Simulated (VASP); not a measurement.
```xyz
3
Lattice="0.0000 2.7374 2.7374 2.7374 0.0000 2.7374 2.7374 2.7374 0.0000" Properties=species:S:1:pos:R:3 pbc="T T T"
Si     1.3687     1.3687     1.3687
Si     4.1061     4.1061     4.1061
Ni     0.0000     0.0000     0.0000
```

Method: revPBE GGA, VASP's PBE PAW potentials (set 64) (plane waves; VASP). Numerical set-up: 520 eV cut-off, Gaussian smearing of 0.050 eV, potentials Si Ni.

Task: Give the energies of bands 2 to 12 at the high-symmetry points, in eV from the Fermi level.

Result: 
```
band      Γ      X      U      L      W
----  -----  -----  -----  -----  -----
2     -4.95  -7.73  -8.65  -9.76  -8.71
3     -4.95  -7.11  -7.14  -4.53  -6.81
4     -4.95  -4.34  -4.74  -4.53  -6.42
5     -3.30  -4.34  -4.20  -3.52  -3.52
6     -3.30  -3.39  -3.58  -3.13  -3.52
7     -0.51  -3.39  -3.22  -3.13  -3.39
8      1.66  -3.23  -2.75  -1.34  -2.99
9      1.66  -2.92  -2.48  -1.34  -2.29
10     1.66  -0.45   0.18   1.78   2.15
11     2.34   1.51   3.68   1.79   2.15
12     2.34   7.70   4.61   1.79   4.73
```

It has no gap at this level: it comes out as a metal or semimetal.

The compound is NiSi2 in the fluorite structure. It was relaxed first. The run is not spin-polarised, so no magnetic state was tried.
